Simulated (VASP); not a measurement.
```
AsB
1.0
    0.00000     2.40942     2.40942
    2.40942     0.00000     2.40942
    2.40942     2.40942     0.00000
B As
1 1
Direct
  0.00000   0.00000   0.00000
  0.25000   0.25000   0.25000
```

Level of theory: PW91 GGA, VASP's PBE PAW potentials (set 64) (plane waves; VASP 6.6.1). Run with 520 eV cut-off, 11×11×11 Γ-centred mesh, tetrahedra with Blöchl corrections, potentials B As.

Task: Predict the energy per atom (σ→0).

Result: 
| Item | Result |
|---|---|
| energy per atom (σ→0) | -5.713 eV/atom |

Total energies compare only between runs with the same potentials, cut-off and functional.

The compound is BAs in the zinc blende structure. It was relaxed first.
